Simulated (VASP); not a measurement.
# ReP (F-43m) in VASP: notebook

The runs below take ReP through single point, with PBEsol.

Program: VASP 6.6.1. These are calculated values, not measurements. Logs are shortened: lines on timing, memory, paths and dates and some standing lists are left out, and cuts for length are marked.

## Step 1: The crystal as given

Symmetry: F-43m, No. 216, cubic system. The conventional cell has a = 5.188 Å, b = 5.188 Å, c = 5.188 Å, α = 90.00°, β = 90.00°, γ = 90.00°. Re (site symmetry -43m) has 4 P at 2.25 Å as nearest neighbours. P (site symmetry -43m) is surrounded by 4 Re at 2.25 Å.

The cell comes from a database or a generator and needn't be the stable form of this composition.

## Step 2: Single point, PBEsol

Contents of INCAR:

```
PREC     = Accurate       # precision mode
ENCUT    = 520            # plane-wave cutoff, eV
EDIFF    = 1E-7           # SCF threshold, eV
ISMEAR   = 0              # smearing method
SIGMA    = 0.05           # smearing width, eV
LREAL    = F              # projectors in reciprocal space
LASPH    = T              # aspherical terms in the spheres
NELM     = 60             # most SCF steps
ALGO     = Normal         # electronic algorithm
ISIF     = 2              # what is computed and relaxed
LWAVE    = F              # write WAVECAR
LCHARG   = F              # write CHGCAR
GGA      = PS             # functional
NBANDS   = 13             # bands
```

Contents of KPOINTS:

```
regular mesh
0
Gamma
  12 12 12
```

Contents of POSCAR:

```
ReP
1.0
    0.0000000000      2.5941299765      2.5941299765
    2.5941299765      0.0000000000      2.5941299765
    2.5941299765      2.5941299765      0.0000000000
Re P
1 1
Direct
    0.0000000000      0.0000000000      0.0000000000
    0.2500000000      0.2500000000      0.2500000000
```

Potentials or basis: VASP PAW PBE potentials, release 64 (Re, P).

On the command line:

```console
cat potpaw_PBE.64/Re/POTCAR potpaw_PBE.64/P/POTCAR > POTCAR
mpirun -np 1 vasp_std > vasp.out
```

OUTCAR:

```text
PREC = Accurate
   ENCUT = 520
   EDIFF = 1E-7
   ISMEAR = 0
   LREAL = F
   LASPH = T
   NELM = 60
   ISIF = 2
   GGA = PS

 ion  position               nearest neighbor table
   1  0.000  0.000  0.000-   2 2.25   2 2.25   2 2.25   2 2.25
   2  0.250  0.250  0.250-   1 2.25   1 2.25   1 2.25   1 2.25

  LATTYP: Found a face centered cubic cell.
 ALAT       =     5.1882599530

  Lattice vectors:

 A1 = (   0.0000000000,   2.5941299765,   2.5941299765)
 A2 = (   2.5941299765,   0.0000000000,   2.5941299765)
 A3 = (   2.5941299765,   2.5941299765,   0.0000000000)

Analysis of symmetry for initial positions (statically):
=====================================================================
 Subroutine PRICEL returns:
 Original cell was already a primitive cell.

 Routine SETGRP: Setting up the symmetry group for a
 face centered cubic supercell.

 Subroutine GETGRP returns: Found 24 space group operations
 (whereof 24 operations were pure point group operations)
 out of a pool of 48 trial point group operations.

The static configuration has the point symmetry T_d .

Analysis of symmetry for dynamics (positions and initial velocities):
=====================================================================
 Subroutine PRICEL returns:
 Original cell was already a primitive cell.

 Routine SETGRP: Setting up the symmetry group for a
 face centered cubic supercell.

 Subroutine GETGRP returns: Found 24 space group operations
 (whereof 24 operations were pure point group operations)
 out of a pool of 48 trial point group operations.

The dynamic configuration has the point symmetry T_d .

 Subroutine INISYM returns: Found 24 space group operations
 (whereof 24 operations are pure point group operations),
 and found     1 'primitive' translations

----------------------------------------------------------------------------------------

                                     Primitive cell

  volume of cell :      34.9144

  direct lattice vectors                    reciprocal lattice vectors
     0.000000000  2.594129977  2.594129977    -0.192742848  0.192742848  0.192742848
     2.594129977  0.000000000  2.594129977     0.192742848 -0.192742848  0.192742848
     2.594129977  2.594129977  0.000000000     0.192742848  0.192742848 -0.192742848

  length of vectors
     3.668653795  3.668653795  3.668653795     0.333840406  0.333840406  0.333840406

  position of ions in fractional coordinates (direct lattice)
     0.000000000  0.000000000  0.000000000
     0.250000000  0.250000000  0.250000000

  ion indices of the primitive-cell ions
   primitive index   ion index
                 1           1
                 2           2

----------------------------------------------------------------------------------------

 KPOINTS: regular mesh

Automatic generation of k-mesh.
 Grid dimensions read from file:
 generate k-points for:   12   12   12

 Generating k-lattice:

  Cartesian coordinates                     Fractional coordinates (reciprocal lattice)
    -0.016061904  0.016061904  0.016061904     0.083333333  0.000000000  0.000000000
     0.016061904 -0.016061904  0.016061904     0.000000000  0.083333333  0.000000000
     0.016061904  0.016061904 -0.016061904     0.000000000  0.000000000  0.083333333

  Length of vectors
     0.027820034  0.027820034  0.027820034

  Shift w.r.t. Gamma in fractional coordinates (k-lattice)
     0.000000000  0.000000000  0.000000000

 Subroutine IBZKPT returns following result:
 ===========================================

 Found     72 irreducible k-points:

 Following reciprocal coordinates:
            Coordinates               Weight
  0.000000  0.000000  0.000000      1.000000
  0.083333  0.000000  0.000000      8.000000
  0.166667  0.000000  0.000000      8.000000
  0.250000  0.000000  0.000000      8.000000
  0.333333  0.000000  0.000000      8.000000
  0.416667  0.000000  0.000000      8.000000
[... 16 lines left out ...]
  0.500000  0.166667  0.000000     24.000000
 -0.416667  0.166667  0.000000     24.000000
 [... further k-points ...]
   k-points           NKPTS =     72   k-points in BZ     NKDIM =     72   number of bands    NBANDS=     13
   number of dos      NEDOS =    301   number of ions     NIONS =      2
   total plane-waves  NPLWV =  21952
   dimension x,y,z NGX =    28 NGY =   28 NGZ =   28
   dimension x,y,z NGXF=    56 NGYF=   56 NGZF=   56
   ions per type =               1   1
   NGX,Y,Z   is equivalent  to a cutoff of  12.69, 12.69, 12.69 a.u.
   NGXF,Y,Z  is equivalent  to a cutoff of  25.38, 25.38, 25.38 a.u.
 SYSTEM =  unknown system
   PREC   = accura    normal or accurate (medium, high low for compatibility)
   ISTART =      0    job   : 0-new  1-cont  2-samecut
   ICHARG =      2    charge: 1-file 2-atom 10-const
   ISPIN  =      1    spin polarized calculation?
   LNONCOLLINEAR =      F non collinear calculations
   LSORBIT =      F    spin-orbit coupling
   LASPH  =      T    aspherical Exc in radial PAW
   ENCUT  =  520.0 eV  38.22 Ry    6.18 a.u.   6.82  6.82  6.82*2*pi/ulx,y,z
   NELM   =     60;   NELMIN=  2; NELMDL= -5     # of ELM steps
   EDIFF  = 0.1E-06   stopping-criterion for ELM
   LREAL  =      F    real-space projection
   EDIFFG = 0.1E-05   stopping-criterion for IOM
   NSW    =      0    number of steps for IOM
   IBRION =     -1    ionic relax: 0-MD 1-quasi-New 2-CG
   NFREE  =      0    steps in history (QN), initial steepest desc. (CG)
   ISIF   =      2    stress and relaxation
   ISYM   =      2    0-nonsym 1-usesym 2-fastsym
   POTIM  = 0.5000    time-step for ionic-motion
   TEBEG  =    0.0;   TEEND  =   0.0 temperature during run
   PSTRESS=    0.0 pullay stress
   NELECT =      12.0000    total number of electrons
   NUPDOWN=      -1.0000    fix difference up-down
   EMIN   =  10.00;   EMAX   =-10.00  energy-range for DOS
   EFERMI =   0.00;   METHOD = LEGACY
   ISMEAR =     0;   SIGMA  =   0.05  broadening in eV -4-tet -1-fermi 0-gaus
   EFERMI_NEDOS =   21; number of points for ismear=-14 and -15
   IALGO  =     38    algorithm
   IMIX   =      4    mixing-type and parameters
     AMIX     =   0.40;   BMIX     =  1.00
     AMIX_MAG =   1.60;   BMIX_MAG =  1.00
  volume/ion in A,a.u.               =      17.46       117.81
  Fermi-wavevector in a.u.,A,eV,Ry     =   1.146745  2.167034 17.891988  1.315024
  Thomas-Fermi vector in A             =   2.283428
   LORBIT       =      0    0 simple, 1 ext, 2 COOP (PROOUT), +10 PAW based schemes
   GGA     = PS    functional components
   LHFCALC =     F    Hartree Fock is set to
   AEXX    =    0.0000 exact exchange contribution
   IVDW    =     0    specifies the selected vdW correction
   LEPSILON=     F    determine dielectric tensor
   LRPA    =     F    only Hartree local field effects (RPA)
 non-spin polarized calculation
 Gauss-broadening in eV      SIGMA  =   0.05
  energy-cutoff  :      520.00
  volume of cell :       34.91
 maximum number of plane-waves:       960
   NGX = 13   NGY = 13   NGZ = 13

 number of electron      12.0000001 magnetization

 Free energy of the ion-electron system (eV)
  ---------------------------------------------------
  ext. energy  EPLUGINS =         0.00000000
  ---------------------------------------------------
  free energy    TOTEN  =       -18.24089659 eV

  energy without entropy =      -18.23903277  energy(sigma->0) =      -18.23996468

 E-fermi :   6.0420     XC(G=0): -11.4148

 val. band max:        6.0403262760   @ k =   0.5000   0.0833   0.0000
 cond. band min:       6.0578934714   @ k =   0.4167   0.2500   0.0000
 fundamental gap:      0.0175671953
 Fermi energy:         6.0420364047

 k-point     1 :       0.0000    0.0000    0.0000
  band No.  band energies     occupation
      1      -6.7280      2.00000
      2       1.3825      2.00000
      3       1.3825      2.00000
      4       1.3825      2.00000
      5       5.1749      2.00000
      6       5.1749      2.00000
      7      10.1196      0.00000
      8      12.7481      0.00000
      9      12.7481      0.00000
     10      12.7481      0.00000
     11      15.4539      0.00000
     12      15.4539      0.00000
     13      15.4539      0.00000

 k-point     2 :       0.0833    0.0000    0.0000
  band No.  band energies     occupation
      1      -6.6299      2.00000
      2       1.2804      2.00000
      3       1.4331      2.00000
      4       1.4331      2.00000
      5       5.1364      2.00000
      6       5.1364      2.00000
      7      10.3678      0.00000
      8      12.2808      0.00000
      9      12.7875      0.00000
     10      12.7875      0.00000
     11      15.0347      0.00000
     12      15.3770      0.00000
     13      15.3770      0.00000

 k-point     3 :       0.1667    0.0000    0.0000
  band No.  band energies     occupation
      1      -6.3519      2.00000
      2       1.0370      2.00000
      3       1.5639      2.00000
      4       1.5639      2.00000
      5       5.0737      2.00000
      6       5.0737      2.00000
      7      10.5002      0.00000
      8      11.5716      0.00000
      9      12.6599      0.00000
     10      12.6599      0.00000
     11      14.3367      0.00000
     12      15.3830      0.00000
     13      15.3830      0.00000
[... 305 lines left out ...]
 k-point    23 :       0.5000    0.1667    0.0000
  band No.  band energies     occupation
      1      -4.8737      2.00000
      2       0.6501      2.00000
      3       1.7573      2.00000
      4       2.2092      2.00000
      5       5.0717      2.00000
      6       5.8376      2.00000
      7       6.0328      1.20653
      8       9.5280      0.00000
      9      10.0103      0.00000
     10      12.6543      0.00000
     11      16.0029      0.00000
     12      16.9830      0.00000
     13      18.0400      0.00000

 k-point    24 :      -0.4167    0.1667    0.0000
  band No.  band energies     occupation
      1      -4.8400      2.00000
      2       0.7979      2.00000
      3       1.6122      2.00000
      4       2.1950      2.00000
      5       5.1150      2.00000
      6       5.4592      2.00000
      7       6.3486      0.00000
      8       9.4141      0.00000
      9      10.0684      0.00000
     10      12.5735      0.00000
     11      16.0707      0.00000
     12      16.8259      0.00000
     13      18.5077      0.00000

 [... further k-points ...]
[... 5 lines left out ...]
  --------------------------------------------------------------------------------------
  -------------------------------------------------------------------------------------
  Total        2.0713006      2.0713006      2.0713006     -0.0000000     -0.0000000      0.0000000
  in kB       95.0492104     95.0492104     95.0492104     -0.0000000     -0.0000000      0.0000000
  external PRESSURE =      95.0492104 kB  Pullay stress =       0.0000000 kB

 VOLUME and BASIS-vectors are now :
 -----------------------------------------------------------------------------
  energy-cutoff  :      520.00
  volume of cell :       34.91
      direct lattice vectors                 reciprocal lattice vectors
     0.000000000  2.594129977  2.594129977    -0.192742848  0.192742848  0.192742848
     2.594129977  0.000000000  2.594129977     0.192742848 -0.192742848  0.192742848
     2.594129977  2.594129977  0.000000000     0.192742848  0.192742848 -0.192742848

 POSITION                                       TOTAL-FORCE (eV/Angst)
 -----------------------------------------------------------------------------------
      0.00000      0.00000      0.00000         0.000000      0.000000      0.000000
      1.29706      1.29706      1.29706        -0.000000     -0.000000     -0.000000
 -----------------------------------------------------------------------------------
    total drift:                                0.000000      0.000000     -0.000000

  FREE ENERGIE OF THE ION-ELECTRON SYSTEM (eV)
  ---------------------------------------------------
  free  energy   TOTEN  =       -18.2408965863 eV

  energy  without entropy=      -18.2390327725  energy(sigma->0) =      -18.23996468
```

Run time: 21 s. Hardware: 1 thread of Intel Xeon 6975P-C (Granite Rapids), shared host; peak memory 0.18 GiB.

Results:

- Free energy: -18.2409 eV
- Pressure: 9.5 GPa
- Band gap on the k mesh: none (metal or under the smearing width)

Levels at points of the mesh, in eV from the Fermi level:
| k point | band 2 | band 3 | band 4 | band 5 | band 6 | band 7 | band 8 | band 9 | band 10 | band 11 |
| --- | --- | --- | --- | --- | --- | --- | --- | --- | --- | --- |
| (0.00, 0.00, 0.00) | -4.66 | -4.66 | -4.66 | -0.87 | -0.87 | 4.08 | 6.71 | 6.71 | 6.71 | 9.41 |
| (0.50, 0.00, 0.00) | -5.42 | -4.15 | -4.15 | -0.26 | -0.26 | -0.06 | 3.87 | 3.87 | 5.49 | 11.10 |
| (0.50, 0.50, 0.00) | -6.38 | -2.60 | -2.60 | -2.05 | -0.14 | 0.47 | 1.26 | 1.26 | 9.07 | 9.64 |

Caveat: the PAW data sets were made with another functional, which shifts forces and pressure a little.

## Step 3: Single point, PBEsol (atom 2 (P) moved 0.2 Å along x)

Contents of INCAR:

```
SYSTEM = ReP
ALGO = Fast
EDIFF = 1E-6
ENCUT = 520
GGA = PS
ISIF = 2
ISMEAR = 0
LASPH = .TRUE.
LCHARG = .TRUE.
LELF = .TRUE.
LREAL = .FALSE.
LVHAR = .TRUE.
LWAVE = .FALSE.
NBANDS = 13
NELM = 100
PREC = Accurate
SIGMA = 0.05
```

Contents of KPOINTS:

```
k-points
0
G
  12 12 12
  0 0 0
```

Contents of POSCAR:

```
ReP
1.0
    0.0000000000      2.6296704200      2.6296704200
    2.6296704200      0.0000000000      2.6296704200
    2.6296704200      2.6296704200      0.0000000000
Re P
1 1
Direct
    0.0000000000      0.0000000000      0.0000000000
    0.2119724209      0.2880275791      0.2880275791
```

Potentials or basis: VASP PAW PBE potentials, release 64 (Re, P).

On the command line:

```console
cat potpaw_PBE.64/Re/POTCAR potpaw_PBE.64/P/POTCAR > POTCAR
mpirun -np 1 vasp_std > vasp.out
```

Run time: 79 s. Hardware: 1 thread of Intel Xeon 6975P-C (Granite Rapids), shared host; peak memory 0.26 GiB.

Results (log left out):

| Item | Value |
| --- | --- |
| Free energy | -17.9625 eV |
| Pressure | 4.6 GPa |
| Largest force | 3.328 eV/Å |
| Band gap on the k mesh | none (metal or under the smearing width) |

Forces on the atoms (eV/Å):
```
Re   3.328  0.000  0.000
P   -3.328  0.000  0.000
```

Stress tensor (GPa, compression positive):
```
  3.50   0.00   0.00
  0.00   5.13 -21.73
  0.00 -21.73   5.13
```

Levels at points of the mesh, in eV from the Fermi level:
| k point | band 2 | band 3 | band 4 | band 5 | band 6 | band 7 | band 8 | band 9 | band 10 | band 11 |
| --- | --- | --- | --- | --- | --- | --- | --- | --- | --- | --- |
| (0.00, 0.00, 0.00) | -4.79 | -4.67 | -4.19 | -0.95 | -0.77 | 3.55 | 5.27 | 6.79 | 7.73 | 8.21 |
| (0.50, 0.00, 0.00) | -5.27 | -4.42 | -4.22 | -0.54 | -0.09 | 0.43 | 3.99 | 4.32 | 5.22 | 10.26 |
| (0.00, 0.50, 0.00) | -5.45 | -3.93 | -3.61 | -0.99 | -0.34 | -0.21 | 2.77 | 3.55 | 5.46 | 10.24 |
| (0.50, 0.50, 0.00) | -6.22 | -2.96 | -2.72 | -1.83 | -0.01 | 0.25 | 1.03 | 1.24 | 8.64 | 8.84 |
| (0.00, 0.50, 0.50) | -6.15 | -3.06 | -2.13 | -2.07 | -0.05 | 0.25 | 0.74 | 1.67 | 8.59 | 8.94 |

Caveat: the PAW data sets were made with another functional, which shifts forces and pressure a little. Spin-orbit coupling is left out, which matters for the levels of Re.
